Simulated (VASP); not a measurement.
# A VASP study of ZrB2 (r2SCAN): structure first, properties next, part 2 of 2

What structure does ZrB2 take at this level, and what are its properties? The start is a cell from a database of measured crystal structures.

VASP 6.6.1, plane waves and PAW; the level of theory is named at each step.

Still holding for the runs below: The k-mesh is coarse for a metal.

So far. Step 6 (Zone-centre phonons (r2SCAN)): The three acoustic modes lie within 0.1 cm⁻¹ of zero, and all others are real. By the characters of their eigenvectors the optical modes sort into (cm⁻¹) Raman active: E2g 777; infrared active: E1u 454, A2u 472; silent: Bg 565. B labels carry no number here, since it depends on the setting of the axes. With a centre of inversion no mode is active in both.

**8. Band structure (r2SCAN + SOC)**

This step: r2SCAN, spin-orbit coupling; plane waves and PAW (Zr_sv, B) (VASP 6.6.1).

The mesh alone shows little of the dispersion and can miss band extrema, so KPOINTS_OPT adds a path through the symmetry points after the self-consistent cycle. Spin-orbit coupling needs spinors and the noncollinear program, where each band holds one electron.

The input, INCAR:

```
SYSTEM = ZrB2
PREC = Accurate
ENCUT = 420
EDIFF = 1E-06
NELM = 100
ISMEAR = 0
SIGMA = 0.05
LREAL = .FALSE.
ALGO = Normal
METAGGA = R2SCAN
LASPH = .TRUE.
LNONCOLLINEAR = .TRUE.
MAGMOM = 0 0 0 0 0 0 0 0 0
NBANDS = 30
GGA_COMPAT = .FALSE.
LSORBIT = .TRUE.
LMAXMIX = 4
LORBIT = 11
LWAVE = .FALSE.
LCHARG = .FALSE.
KPAR = 2
```

The input, POSCAR:

```
ZrB2
1.0
    3.1690453248      0.0000000000      0.0000000000
   -1.5845226624      2.7444737571      0.0000000000
    0.0000000000      0.0000000000      3.5490419465
Zr B
1 2
Direct
    0.0000000000      0.0000000000      0.0000000000
    0.3333333333      0.6666666667      0.5000000000
    0.6666666667      0.3333333333      0.5000000000
```

The input, KPOINTS:

```
Automatic mesh
0
Gamma
6 6 5
0 0 0
```

The input, KPOINTS_OPT:

```
Line mode
16
Line-mode
Reciprocal
  0.00000000   0.00000000   0.00000000 GAMMA
  0.50000000   0.00000000   0.00000000 M

  0.50000000   0.00000000   0.00000000 M
  0.33333333   0.33333333   0.00000000 K

  0.33333333   0.33333333   0.00000000 K
  0.00000000   0.00000000   0.00000000 GAMMA

  0.00000000   0.00000000   0.00000000 GAMMA
  0.00000000   0.00000000   0.50000000 A

  0.00000000   0.00000000   0.50000000 A
  0.50000000   0.00000000   0.50000000 L

  0.50000000   0.00000000   0.50000000 L
  0.33333333   0.33333333   0.50000000 H

  0.33333333   0.33333333   0.50000000 H
  0.00000000   0.00000000   0.50000000 A

  0.50000000   0.00000000   0.50000000 L
  0.50000000   0.00000000   0.00000000 M

  0.33333333   0.33333333   0.00000000 K
  0.33333333   0.33333333   0.50000000 H
```

Potentials, in the order of the species: Zr_sv and B (PBE family, release 64).

Launch:

```
$ mpirun -np 2 vasp_ncl
```

It took 3.7 min on 2 MPI ranks of Intel Xeon Platinum 8259CL at 2.50GHz (Skylake/Cascade Lake), shared host; peak memory 0.43 GiB; 7.4 min of CPU time.

This step gave:

```
SCF cycles              : 13
bands                   : 30
irreducible k-points    : 21
free energy (TOTEN)     : -40.65 eV
energy at zero smearing : -40.65 eV
Fermi energy            : 10.24 eV
pressure                : 0.1746 GPa
```

On-site spin-orbit energy by atom:

| atom | on-site spin-orbit energy (eV) |
| --- | --- |
| Zr1 | -0.133 |
| B2 | 0.000 |
| B3 | 0.000 |

The electronic bands at the labelled points (eV, zero at the Fermi level; # counts the bands kept in this run):

| point | #5 | #6 | #7 | #8 | #9 | #10 | #11 | #12 |
| --- | --- | --- | --- | --- | --- | --- | --- | --- |
| Γ | -2.37 | -2.37 | -2.32 | -2.32 | -2.29 | -2.29 | 3.93 | 3.93 |
| 0.53 of the way | -3.26 | -3.26 | -2.60 | -2.60 | -1.73 | -1.73 | 2.66 | 2.66 |
| M | -3.79 | -3.79 | -2.94 | -2.94 | -2.42 | -2.42 | 2.63 | 2.63 |
| 0.53 of the way | -5.20 | -5.20 | -3.35 | -3.35 | -0.41 | -0.41 | -0.21 | -0.21 |
| K | -6.91 | -6.91 | -2.27 | -2.27 | -2.25 | -2.25 | 1.94 | 1.94 |
| 0.47 of the way | -3.91 | -3.91 | -3.30 | -3.30 | -0.58 | -0.58 | 1.51 | 1.51 |
| Γ | -2.37 | -2.37 | -2.32 | -2.32 | -2.29 | -2.29 | 3.93 | 3.93 |
| 0.53 of the way | -1.73 | -1.73 | -1.70 | -1.70 | 0.61 | 0.61 | 1.62 | 1.62 |
| A | -0.68 | -0.68 | -0.68 | -0.68 | 0.74 | 0.74 | 0.78 | 0.78 |
| 0.53 of the way | -4.99 | -4.99 | -3.51 | -3.51 | -1.47 | -1.47 | 3.17 | 3.17 |
| L | -4.51 | -4.51 | -4.00 | -4.00 | -1.91 | -1.91 | 4.25 | 4.25 |
| 0.47 of the way | -4.74 | -4.74 | -3.48 | -3.48 | -2.12 | -2.12 | 4.38 | 4.38 |
| H | -4.94 | -4.94 | -2.60 | -2.60 | -2.49 | -2.49 | 4.61 | 4.61 |
| 0.47 of the way | -4.67 | -4.67 | -4.02 | -4.02 | -1.87 | -1.87 | 3.18 | 3.18 |
| A | -0.68 | -0.68 | -0.68 | -0.68 | 0.74 | 0.74 | 0.78 | 0.78 |
| jump to L | -4.51 | -4.51 | -4.00 | -4.00 | -1.91 | -1.91 | 4.25 | 4.25 |
| 0.47 of the way | -3.92 | -3.92 | -2.90 | -2.90 | -2.66 | -2.66 | 2.00 | 2.00 |
| M | -3.79 | -3.79 | -2.94 | -2.94 | -2.42 | -2.42 | 2.63 | 2.63 |
| jump to K | -6.91 | -6.91 | -2.27 | -2.27 | -2.25 | -2.25 | 1.94 | 1.94 |
| 0.47 of the way | -6.11 | -6.11 | -2.50 | -2.50 | -2.42 | -2.42 | 3.68 | 3.68 |
| H | -4.94 | -4.94 | -2.60 | -2.60 | -2.49 | -2.49 | 4.61 | 4.61 |

Of the projections kept (Zr, B), the largest for each band there, as a share of the weight inside these atoms' spheres; weight between the spheres isn't counted:

| point | #5 | #6 | #7 | #8 | #9 | #10 | #11 | #12 |
| --- | --- | --- | --- | --- | --- | --- | --- | --- |
| Γ | B 0.62 | B 0.62 | Zr 0.98 | Zr 0.98 | B 0.85 | B 0.85 | Zr 1.00 | Zr 1.00 |
| M | Zr 0.57 | Zr 0.57 | B 0.96 | B 0.96 | Zr 0.87 | Zr 0.87 | B 0.94 | B 0.94 |
| K | B 0.72 | B 0.72 | Zr 0.60 | Zr 0.60 | Zr 0.59 | Zr 0.59 | Zr 0.81 | Zr 0.81 |
| Γ | B 0.62 | B 0.62 | Zr 0.98 | Zr 0.98 | B 0.85 | B 0.85 | Zr 1.00 | Zr 1.00 |
| A | B 1.00 | B 1.00 | B 1.00 | B 1.00 | Zr 0.79 | Zr 0.79 | Zr 0.79 | Zr 0.79 |
| L | B 0.71 | B 0.71 | Zr 0.73 | Zr 0.73 | B 0.72 | B 0.72 | Zr 0.96 | Zr 0.96 |

There is no gap at this level.

Of the bands kept, 4 cross the Fermi level on this path (spinor bands, one electron each).

**9. Ionic relaxation at fixed cell (r2SCAN) with a changed input**

This step: r2SCAN; plane waves and PAW (Zr_sv, B) (VASP 6.6.1).

This run is made with a changed input; what comes of it follows.

The input, INCAR:

```
SYSTEM = ZrB2
PREC = Accurate
ENCUT = 420
EDIFF = 1E-16
NELM = 90
ISMEAR = 0
SIGMA = 0.05
LREAL = .FALSE.
ALGO = Normal
METAGGA = R2SCAN
LASPH = .TRUE.
NBANDS = 15
LORBIT = 11
LWAVE = .FALSE.
LCHARG = .FALSE.
KPAR = 2
IBRION = 2
NSW = 30
ISIF = 2
EDIFFG = -0.01
```

POSCAR is that of step 8.

The input, KPOINTS:

```
Automatic mesh
0
Gamma
7 7 6
0 0 0
```

Launch:

```
$ mpirun -np 2 vasp_std
```

The job ended after 99 s (2 MPI ranks; peak memory 0.26 GiB; 3.3 min of CPU time).

The run converged. In energy (within 2 meV an atom) it ends like the sound relaxation.

Energy and pressure equal those of the sound run on this cell, within 0.05 meV an atom and 0.01 GPa.

Settings moved from the usual: NELM = 90, NSW = 30 and EDIFF = 1e-16.

An EDIFF this small lies at or under the numerical noise of the energy, so it buys cycles and no accuracy.

**10. Summary of results**

* relaxed volume: 10.29 Å³/atom
* relaxed conventional cell a, b, c: 3.169, 3.169, 3.549 Å; angles 90.0, 90.0, 120.0°
* space group after relaxing, within 0.02 Å: P6/mmm (No. 191)
* band gap: none, a metal
* DOS at the Fermi level: 0.202 states/eV/cell
* highest zone-centre mode: 777 cm⁻¹
* largest field gradient Vzz: 38.33 V/Å² on Zr1
* band gap (r2SCAN + SOC): none, a metal

With r2SCAN, ZrB2 relaxes to 10.29 Å³/atom in space group P6/mmm (held by the symmetry of the run) and comes out as a metal. Against the listed cell the volume lies +0.4 % (a under 0.05 %, c +0.5 %). Band structure (r2SCAN): Of the bands kept, 2 cross the Fermi level on this path. Zone-centre phonons (r2SCAN): The highest mode in this list at Γ, 776.8 cm⁻¹, is mostly motion of B (100 % of the kinetic energy). Band structure (r2SCAN + SOC): Of the bands kept, 4 cross the Fermi level on this path (spinor bands, one electron each). The k-sampling is coarse for a metal, so the Fermi level, pressures and the shape of the cell carry errors. Modes at Γ alone can't show that the crystal is stable at other wave vectors. No search among competing phases was made, and a listed structure need not be the one stable at ambient conditions. All values are for a static lattice at zero temperature.

[Lines on the potential files, build, host, timing and source positions are cut from VASP's logs without a mark.]

[Logs are printed without paths, hosts, clocks, repeated set-up lines and the standing remarks that a program may print on its own settings, such as how far it seeks lower states.]

[Hosts, paths, dates, database ids (printed as entryN), source tags and the programs' standing remarks are cut or masked in the printed files.]

[A measured line is paired with the nearest computed mode of its activity, which favours agreement.]

[In band tables of VASP the shares of atoms and orbitals are scaled to a sum of 1 inside the atoms' spheres.]
